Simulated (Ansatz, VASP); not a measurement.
# Cross-check of Sc between VASP and Ansatz, part 2 of 2

One calculation is typed for both programs; each brings its own data sets. How far apart do they land? The cell is taken from a series of runs on this material, whose earlier steps may have relaxed, scaled, displaced or heated it; both programs get it as it stands.

VASP 6.6.1 and Ansatz 0.2.0.

So far: The structure; Ansatz: zone-centre phonons, PBEsol.

## 3. VASP: zone-centre phonons, PBEsol

Level of this step: PBEsol; plane waves and PAW (Sc_sv) (VASP).

The same cell, functional, mesh and smearing now go to VASP, with its own data sets.

Lines of VASP's logs that name or quote its potential files are left out, and so is its time.

File INCAR:

```
SYSTEM = Sc
PREC = Accurate
ENCUT = 500
EDIFF = 1E-08
NELM = 120
ISMEAR = 1
SIGMA = 0.2
LREAL = .FALSE.
ALGO = Normal
GGA = PS
NBANDS = 17
LASPH = .TRUE.
LORBIT = 11
LWAVE = .FALSE.
LCHARG = .FALSE.
ISIF = 2
IBRION = 8
GGA_COMPAT = .FALSE.
KPAR = 2
```

File POSCAR:

```
Sc
1.0
    3.3089811319      0.0000000000      0.0000000000
   -1.6544905660      2.8656617208      0.0000000000
    0.0000000000      0.0000000000      5.1338731853
Sc
2
Direct
    0.3333333333      0.6666666667      0.2500000000
    0.6666666667      0.3333333333      0.7500000000
```

File KPOINTS:

```
Automatic mesh
0
Gamma
15 15 8
0 0 0
```

The projector-augmented-wave data sets are Sc_sv (PBE family, release 64).

Command:

```sh
$ mpirun -np 2 vasp_std
```

Numbers of over 12 decimals in the logs are rounded to 6 here.

Log:

```text
[banner, memory and clock lines left out]
running    2 mpi-ranks, on    1 nodes
 distrk:  each k-point on    1 cores,    2 groups
 distr:  one band on    1 cores,    1 groups

 POSCAR found type information on POSCAR Sc
 POSCAR found :  1 types and       2 ions
|                                                                             |
|               ----> ADVICE to this user running VASP <----                  |
|                                                                             |
|     You enforced a specific xc type in the INCAR file but a different       |
|     [... a line on the potential file left out ...]
|     I HOPE YOU KNOW WHAT YOU ARE DOING!                                     |
|                                                                             |

 LDA part: xc-table for (Slater+PW92), standard interpolation
 POSCAR, INCAR and KPOINTS ok, starting setup
 FFT: planning ... GRIDC
 FFT: planning ... GRID_SOFT
 FFT: planning ... GRID
 WAVECAR not read
 entering main loop
       N       E                     dE             d eps       ncg     rms          rms(c)
DAV:   1     0.354943670634E+03    0.35494E+03   -0.10868E+04  4606   0.134E+03
DAV:   2     0.553595396071E+01   -0.34941E+03   -0.34317E+03  5791   0.568E+02
DAV:   3    -0.144480103790E+02   -0.19984E+02   -0.19219E+02  7631   0.162E+02
DAV:   4    -0.147423530460E+02   -0.29434E+00   -0.29324E+00  6584   0.190E+01
DAV:   5    -0.147462807046E+02   -0.39277E-02   -0.39259E-02  7943   0.227E+00    0.802E+00
DAV:   6    -0.133932346034E+02    0.13530E+01   -0.30836E+00  5953   0.203E+01    0.236E+00
DAV:   7    -0.132181034628E+02    0.17513E+00   -0.77101E-01  6077   0.922E+00    0.858E-01
DAV:   8    -0.132065240124E+02    0.11579E-01   -0.31784E-02  6177   0.239E+00    0.261E-01
DAV:   9    -0.132048407605E+02    0.16833E-02   -0.87870E-03  6313   0.102E+00    0.182E-02
DAV:  10    -0.132048602136E+02   -0.19453E-04   -0.11174E-04  7354   0.148E-01    0.782E-03
DAV:  11    -0.132048577444E+02    0.24693E-05   -0.30408E-06  7188   0.203E-02    0.207E-03
DAV:  12    -0.132048590664E+02   -0.13220E-05   -0.39825E-07  7730   0.627E-03    0.917E-04
DAV:  13    -0.132048588397E+02    0.22664E-06   -0.24843E-08  5129   0.181E-03    0.896E-05
DAV:  14    -0.132048588401E+02   -0.33833E-09   -0.21062E-09  3928   0.107E-03
   1 F= -.13204859E+02 E0= -.13203260E+02  d E =-.479691E-02
 Linear response reoptimize wavefunctions to high precision
DAV:   1    -0.132048588507E+02   -0.10609E-07   -0.82556E-10  3962   0.487E-04
DAV:   2    -0.132048588507E+02   -0.30013E-10   -0.35463E-10  3478   0.442E-04
 Linear response DOF=           2
 Linear response progress:
  Degree of freedom:   1/  2
       N       E                     dE             d eps       ncg     rms          rms(c)
RMM:   1    -0.745110017479E+00   -0.74511E+00   -0.65923E+01 19347   0.216E+02
RMM:   2    -0.741798585090E+00    0.33114E-02   -0.13769E-01 27923   0.446E+00    0.118E-01
RMM:   3    -0.741222984839E+00    0.57560E-03   -0.14165E-02 33161   0.106E+00    0.390E-02
RMM:   4    -0.740380710893E+00    0.84227E-03   -0.14565E-03 37681   0.279E-01    0.198E-02
RMM:   5    -0.740093612608E+00    0.28710E-03   -0.16188E-04 40710   0.942E-02    0.714E-03
RMM:   6    -0.740145271288E+00   -0.51659E-04   -0.18707E-05 37022   0.341E-02    0.481E-03
RMM:   7    -0.740218787205E+00   -0.73516E-04   -0.70315E-06 36589   0.223E-02    0.242E-03
RMM:   8    -0.740334764261E+00   -0.11598E-03   -0.30038E-06 41560   0.115E-02    0.696E-04
RMM:   9    -0.740303253219E+00    0.31511E-04   -0.25465E-06 39116   0.769E-03    0.192E-04
RMM:  10    -0.740309417514E+00   -0.61643E-05   -0.20523E-06 39310   0.646E-03    0.384E-05
RMM:  11    -0.740310516286E+00   -0.10988E-05   -0.19441E-06 38566   0.620E-03    0.198E-05
RMM:  12    -0.740310708533E+00   -0.19225E-06   -0.15492E-06 39890   0.608E-03    0.143E-05
RMM:  13    -0.740311329160E+00   -0.62063E-06   -0.12411E-06 39896   0.600E-03    0.881E-06
RMM:  14    -0.740311092706E+00    0.23645E-06   -0.10196E-06 41521   0.596E-03    0.506E-06
RMM:  15    -0.740311167208E+00   -0.74502E-07   -0.86581E-07 41584   0.595E-03    0.225E-06
RMM:  16    -0.740311238816E+00   -0.71608E-07   -0.74692E-07 42792   0.593E-03    0.227E-06
RMM:  17    -0.740311188740E+00    0.50076E-07   -0.65214E-07 43349   0.594E-03    0.226E-06
RMM:  18    -0.740311189557E+00   -0.81637E-09   -0.60945E-07 44290   0.593E-03    0.307E-06
RMM:  19    -0.740311182079E+00    0.74776E-08   -0.55964E-07 44561   0.593E-03    0.467E-06
RMM:  20    -0.740311190476E+00   -0.83974E-08   -0.53325E-07 45345   0.593E-03    0.447E-06
RMM:  21    -0.740311190746E+00   -0.26997E-09   -0.51624E-07 45559   0.594E-03    0.483E-06
RMM:  22    -0.740311191088E+00   -0.34159E-09   -0.49261E-07 46330   0.594E-03    0.491E-06
 first order change of Fermi-energy   0.11400E-04
 force on displaced ion       1 direction 1 :  -1.504  -0.000   0.000
 Linear response progress:
  Degree of freedom:   2/  2
       N       E                     dE             d eps       ncg     rms          rms(c)
RMM:   1    -0.808970821319E+00   -0.80897E+00   -0.66432E+01  6608   0.218E+02
RMM:   2    -0.806877621161E+00    0.20932E-02   -0.14560E-01  9574   0.452E+00    0.135E-01
RMM:   3    -0.807194173938E+00   -0.31655E-03   -0.11715E-02 11094   0.102E+00    0.485E-02
RMM:   4    -0.806169023476E+00    0.10252E-02   -0.14394E-03 12101   0.294E-01    0.158E-02
RMM:   5    -0.806017085518E+00    0.15194E-03   -0.18488E-04 14187   0.855E-02    0.115E-02
RMM:   6    -0.805992217530E+00    0.24868E-04   -0.40114E-05 12149   0.347E-02    0.768E-03
RMM:   7    -0.805965115645E+00    0.27102E-04   -0.13891E-05 13532   0.255E-02    0.194E-03
RMM:   8    -0.805982508525E+00   -0.17393E-04   -0.81625E-06 13178   0.133E-02    0.835E-04
RMM:   9    -0.805993732396E+00   -0.11224E-04   -0.37377E-06 13313   0.893E-03    0.280E-04
RMM:  10    -0.805998022317E+00   -0.42899E-05   -0.23212E-06 13606   0.652E-03    0.196E-04
RMM:  11    -0.806007756928E+00   -0.97346E-05   -0.16031E-06 12757   0.633E-03    0.895E-05
RMM:  12    -0.806006169755E+00    0.15872E-05   -0.90991E-07 13638   0.604E-03    0.311E-05
RMM:  13    -0.806005672732E+00    0.49702E-06   -0.99912E-07 13334   0.607E-03    0.112E-05
RMM:  14    -0.806005973906E+00   -0.30117E-06   -0.93759E-07 14340   0.605E-03    0.615E-06
[...]
RMM:  22    -0.806006080711E+00    0.26718E-08   -0.73455E-07 15885   0.609E-03    0.536E-07
RMM:  23    -0.806006075235E+00    0.54764E-08   -0.69291E-07 15747   0.611E-03    0.373E-07
RMM:  24    -0.806006075855E+00   -0.62012E-09   -0.68324E-07 16110   0.609E-03    0.340E-07
RMM:  25    -0.806006073368E+00    0.24872E-08   -0.65170E-07 16001   0.611E-03    0.372E-07
RMM:  26    -0.806006073917E+00   -0.54983E-09   -0.66688E-07 16284   0.610E-03    0.490E-07
RMM:  27    -0.806006070010E+00    0.39071E-08   -0.62246E-07 16248   0.611E-03    0.515E-07
RMM:  28    -0.806006069463E+00    0.54759E-09   -0.62629E-07 16535   0.611E-03    0.480E-07
RMM:  29    -0.806006066922E+00    0.25411E-08   -0.58799E-07 16436   0.612E-03    0.494E-07
 first order change of Fermi-energy   0.85612E-04
 force on displaced ion       1 direction 3 :   0.000   0.000  -4.187
 Linear response finished
```

From OUTCAR (step 3):

```text
ion  position               nearest neighbor table
   1  0.333  0.667  0.250-   2 3.20   2 3.20   2 3.20   2 3.20   2 3.20   2 3.20
   2  0.667  0.333  0.750-   1 3.20   1 3.20   1 3.20   1 3.20   1 3.20   1 3.20

  LATTYP: Found a hexagonal cell.
 ALAT       =     3.3089811319
 C/A-ratio  =     1.5514966634

 Subroutine GETGRP returns: Found 24 space group operations
 (whereof 12 operations were pure point group operations)

The static configuration has the point symmetry D_3d.
 The point group associated with its full space group is D_6h.

 Found    135 irreducible k-points:

   k-points           NKPTS =    135   k-points in BZ     NKDIM =    135   number of bands    NBANDS=     17

   dimension x,y,z NGX =    24 NGY =   24 NGZ =   40
   dimension x,y,z NGXF=    48 NGYF=   48 NGZF=   80

   ENCUT  =  500.0 eV  36.75 Ry    6.06 a.u.   6.03  6.03  9.36*2*pi/ulx,y,z

   NELECT =      22.0000    total number of electrons

 k-points in reciprocal lattice and weights: Automatic mesh
   0.00000000  0.00000000  0.00000000       0.001
   0.06666667  0.00000000  0.00000000       0.003
   0.13333333 -0.00000000  0.00000000       0.003
   0.20000000 -0.00000000  0.00000000       0.003
   0.26666667 -0.00000000  0.00000000       0.003
   0.33333333 -0.00000000  0.00000000       0.003
   0.40000000 -0.00000000  0.00000000       0.003
   0.46666667  0.00000000  0.00000000       0.003
   0.06666667  0.06666667  0.00000000       0.003
[...]
0.33333333  0.26666667  0.50000000       0.007
   0.33333333  0.33333333  0.50000000       0.001

 average (electrostatic) potential at core
       1 -46.9866       2 -46.9866

  Total       -0.4917249     -0.4917249     -0.4875667      0.0000000      0.0000000      0.0000000
  in kB      -16.1833514    -16.1833514    -16.0464985      0.0000000      0.0000000      0.0000000
  external PRESSURE =     -16.1377338 kB  Pullay stress =       0.0000000 kB

  energy-cutoff  :      500.00
  volume of cell :       48.68
      direct lattice vectors                 reciprocal lattice vectors
     3.308981132  0.000000000  0.000000000     0.302207828  0.174479771  0.000000000
    -1.654490566  2.865661721  0.000000000     0.000000000  0.348959541  0.000000000
     0.000000000  0.000000000  5.133873185     0.000000000  0.000000000  0.194784710

 POSITION                                       TOTAL-FORCE (eV/Angst)
 -----------------------------------------------------------------------------------
     -0.00000      1.91044      1.28347        -0.000000      0.000000      0.000000
      1.65449      0.95522      3.85040         0.000000     -0.000000      0.000000
 -----------------------------------------------------------------------------------
    total drift:                               -0.000000      0.000000     -0.000000

 Eigenvectors and eigenvalues of the dynamical matrix
 ----------------------------------------------------

   1 f  =    6.747395 THz    42.395135 2PiTHz  225.068882 cm-1    27.904972 meV
             X         Y         Z           dx          dy          dz
     -0.000000  1.910441  1.283468    -0.000000   -0.000000    0.707107
      1.654491  0.955221  3.850405     0.000000   -0.000000   -0.707107

   2 f  =    4.043918 THz    25.408687 2PiTHz  134.890588 cm-1    16.724294 meV
             X         Y         Z           dx          dy          dz
     -0.000000  1.910441  1.283468     0.672474   -0.218585   -0.000000
      1.654491  0.955221  3.850405    -0.672474    0.218585   -0.000000

   3 f  =    4.043918 THz    25.408687 2PiTHz  134.890588 cm-1    16.724294 meV
             X         Y         Z           dx          dy          dz
     -0.000000  1.910441  1.283468     0.218585    0.672474    0.000000
      1.654491  0.955221  3.850405    -0.218585   -0.672474    0.000000

   4 f  =    0.000000 THz     0.000001 2PiTHz    0.000003 cm-1     0.000000 meV
             X         Y         Z           dx          dy          dz
     -0.000000  1.910441  1.283468     0.002070   -0.033428    0.706313
      1.654491  0.955221  3.850405     0.002070   -0.033428    0.706313

   5 f  =    0.000000 THz     0.000000 2PiTHz    0.000001 cm-1     0.000000 meV
             X         Y         Z           dx          dy          dz
     -0.000000  1.910441  1.283468     0.197177   -0.678272   -0.032679
      1.654491  0.955221  3.850405     0.197177   -0.678272   -0.032679

   6 f/i=    0.000000 THz     0.000000 2PiTHz    0.000001 cm-1     0.000000 meV
             X         Y         Z           dx          dy          dz
     -0.000000  1.910441  1.283468     0.679056    0.197052    0.007336
      1.654491  0.955221  3.850405     0.679056    0.197052    0.007336

 ELASTIC MODULI CONTR FROM IONIC RELAXATION (kBar)
 Direction    XX          YY          ZZ          XY          YZ          ZX
 --------------------------------------------------------------------------------
 XX         -63.9305     63.9305      0.0000      0.0000      0.0000     -0.0000
 YY          63.9305    -63.9305     -0.0000      0.0000      0.0000     -0.0000
 ZZ           0.0000     -0.0000     -0.0000     -0.0000      0.0000     -0.0000
 XY           0.0000      0.0000     -0.0000    -63.9305      0.0000     -0.0000
 YZ           0.0000      0.0000      0.0000      0.0000     -0.0000      0.0000
 ZX          -0.0000     -0.0000     -0.0000     -0.0000      0.0000     -0.0000
 --------------------------------------------------------------------------------
```

## 4. Side by side

Known differences besides the potentials themselves: VASP's run holds the zone centre alone; the cutoff is 420 eV in Ansatz and 500 eV in VASP; Ansatz makes its cores anew for this functional, VASP keeps those of its PBE data sets. Total energies have different zeros and are not compared.

Compared:

```csv
quantity,Ansatz,VASP,difference
optical mode 1 to 2 (cm⁻¹),133.2,134.9,-1.28 %
optical mode 3 (cm⁻¹),224.8,225.1,-0.11 %
```

Modes are paired by rising frequency, not by their patterns, so a pair may set unlike modes beside each other; they are those without the splitting of longitudinal modes.

## 5. What came out

- r.m.s. difference of the optical zone-centre modes, each program's sorted by frequency (zone-centre phonons, PBEsol): 1.4 cm⁻¹
- difference in optical mode 1 to 2 (zone-centre phonons, PBEsol): -1.3 %

What this shows: The r.m.s. difference of the optical zone-centre modes, each program's sorted by frequency is 1.4 cm⁻¹ (zone-centre phonons, PBEsol). Among the rows given in per cent, the largest difference of the zone-centre phonons, PBEsol pair is in optical mode 1 to 2, -1.3 %. Such differences can come from data sets, numerical settings and the points named under the comparisons, not from the functional's error against experiment.

[Lines on the potential files, build, host, timing and source positions are cut from VASP's logs without a mark.]

[Logs are printed without paths, hosts, clocks, repeated set-up lines and the standing remarks that a program may print on its own settings, such as how far it seeks lower states.]

[Hosts, paths, dates, database ids (printed as entryN), source tags and the programs' standing remarks are cut or masked in the printed files.]
